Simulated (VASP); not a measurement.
Consider the following.

```
Ti
1.0
    1.44487    -2.50259     0.00000
    1.44487     2.50259     0.00000
    0.00000     0.00000     4.58500
Ti
2
Cartesian
  1.44487   0.83420   1.14625
  1.44487  -0.83420   3.43875
```

The numbers are results of PBEsol GGA, VASP's PBE PAW potentials (set 64) (plane waves; VASP 6.6.1), not measurements. Settings: 480 eV cut-off, 14×14×8 Γ-centred mesh, first-order Methfessel-Paxton smearing of 0.10 eV, potentials Ti_sv.

Energy and stress use the plane-wave basis of the starting cell.

The ions, cell shape and volume at an external pressure of 20.0 GPa are relaxed. Which structure does the run end with?

```
Ti
1.0
    1.38496    -2.39883     0.00000
    1.38496     2.39883     0.00000
    0.00000     0.00000     4.39350
Ti
2
Cartesian
  1.38496   0.79961   1.09837
  1.38496  -0.79961   3.29512
```
Space group P6_3/mmc (194), at a tolerance of 0.03 Å.

How do energy and volume change from the first to the last step?

The energy (σ→0) changes by +117.4 meV/atom and the volume by -12.0 %, in 7 ionic steps.

| step | E(σ→0) (eV) | max force (eV/Å) | pressure (GPa) | volume (Å³) |
|---|---|---|---|---|
| 1 | -16.6789 | 0.000 | 0.62 | 33.16 |
| 2 | -15.2996 | 0.000 | 61.37 | 24.44 |
| 3 | -16.4655 | 0.000 | 18.89 | 29.37 |
| 4 | -16.4458 | 0.000 | 19.89 | 29.21 |
| 5 | -16.4363 | 0.000 | 20.37 | 29.13 |
| 6 | -16.4521 | 0.000 | 19.59 | 29.26 |
| 7 | -16.4441 | 0.000 | 19.98 | 29.19 |

The compound is Ti in the hcp structure. This run relaxes it under an external pressure of 20 GPa. Symmetry was kept, so distortions that lower it aren't found.
